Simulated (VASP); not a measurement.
```xyz
2
Lattice="0.0000 2.4275 2.4275 2.4275 0.0000 2.4275 2.4275 2.4275 0.0000" Properties=species:S:1:pos:R:3 pbc="T T T"
Rh     0.0000     0.0000     0.0000
S      2.4275     2.4275     2.4275
```

Computed with PBEsol GGA, VASP's PBE PAW potentials (set 64) (plane waves; VASP). Numerical set-up: 400 eV cut-off, Gaussian smearing of 0.050 eV, potentials Rh_pv S.

**Question.** Give the energies of bands 5 to 13 at the high-symmetry points, in eV from the Fermi level.

**Answer.** 
```json
[
 {"band": "5", "Γ": "-2.87", "X": "-6.27", "U": "-6.16", "L": "-8.05", "W": "-5.86"},
 {"band": "6", "Γ": "-2.87", "X": "-4.20", "U": "-6.08", "L": "-5.85", "W": "-5.82"},
 {"band": "7", "Γ": "-2.87", "X": "-3.47", "U": "-5.03", "L": "-5.85", "W": "-5.82"},
 {"band": "8", "Γ": "-2.87", "X": "-3.47", "U": "-2.31", "L": "-1.34", "W": "-1.26"},
 {"band": "9", "Γ": "-2.87", "X": "-2.18", "U": "-1.14", "L": "-1.34", "W": "-1.26"},
 {"band": "10", "Γ": "-1.73", "X": "-0.89", "U": "-0.61", "L": "-0.50", "W": "-0.89"},
 {"band": "11", "Γ": "-1.73", "X": "-0.89", "U": "-0.11", "L": "3.73", "W": "-0.38"},
 {"band": "12", "Γ": "-1.73", "X": "0.12", "U": "0.49", "L": "3.73", "W": "-0.34"},
 {"band": "13", "Γ": "4.62", "X": "3.15", "U": "5.26", "L": "3.79", "W": "7.61"}
]
```

It has no gap at this level: it comes out as a metal or semimetal.

The structure was generated: RhS was put into the rock salt type (Fm-3m), which need not be its known phase. It was relaxed first, which changed the volume by -25 %. The electron count is odd and the run is not spin-polarised, which forces a metal.
